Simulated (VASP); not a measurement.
VASP ran on this input.

INCAR:
```
# general
SYSTEM  = MnO
PREC    = Accurate
ENCUT   = 520   # plane-wave cut-off (eV)
LREAL   = .False.
LASPH   = .True.

# electronic loop
EDIFF   = 1E-7   # SCF stop (eV)
NELM    = 100
ALGO    = Normal   # blocked Davidson
LMAXMIX = 4

# smearing
ISMEAR  = -5   # tetrahedra, Bloechl

# functional
GGA     = PS   # PBEsol

# spin
ISPIN   = 2   # spin-polarised
MAGMOM  = 2*4.4 2*0.2

# ions
ISIF    = 2

# output
LWAVE   = .False.
LCHARG  = .True.
LORBIT  = 11   # lm-projected
NEDOS   = 601   # DOS grid

# other
LEFG    = .True.
```

### POSCAR
```
MnO
1
    3.3911555699     0.0000000191    -0.0000000000
   -1.6955772523     2.9368263995    -0.0000000000
    0.0000000000     0.0000000000     5.3432785006
Mn O
2 2
Direct
  0.6666670000   0.3333330000   0.0059194620
  0.3333330000   0.6666670000   0.5059194620
  0.6666670000   0.3333330000   0.6192805380
  0.3333330000   0.6666670000   0.1192805380
```

KPOINTS:
```
Automatic mesh
0
Gamma
12 12 7
0 0 0
```

POTCAR, in this order: Mn_pv O (PBE.64 set). Program: vasp_std.

Translate this PBEsol calculation to Ansatz.

One equivalent input (not run):
Ansatz 0.2 input:
```yaml
crystal:
  lattice:
    - [3.3911556, 0.0000000, 0.0000000]
    - [-1.6955773, 2.9368264, 0.0000000]
    - [0.0000000, 0.0000000, 5.3432785]
  atoms:
    - { symbol: Mn, position: [0.6666670, 0.3333330, 0.0059195], spin: 4.4 }
    - { symbol: Mn, position: [0.3333330, 0.6666670, 0.5059195], spin: 4.4 }
    - { symbol: O, position: [0.6666670, 0.3333330, 0.6192805], spin: 0.2 }
    - { symbol: O, position: [0.3333330, 0.6666670, 0.1192805], spin: 0.2 }
kpoints:
  mp_grid: { grid: [12, 12, 7] }
hamiltonian:
  xc: pbesol
  pseudopotentials: { kind: paw }
magnetization: { spin_polarized: true }
scf:
  occupations: { method: tetrahedron }
  max_iter: 100
output: { forces: true, stress: true, eigenvalues: true }
```
The two are equivalent in intent, not identical: each code has its own PAW files, so the cut-off isn't converted (ENCUT is set for VASP's; basis.ecutwfc is left out, and Ansatz then takes the one that its files recommend); Ansatz stops its SCF on the density residual and VASP on the energy change (EDIFF); the field gradients of LEFG aren't asked of the other code.

The structure was generated: MnO was put into the wurtzite type (P6_3mc), which need not be its known phase. It was relaxed first, which changed the volume by +6 %.
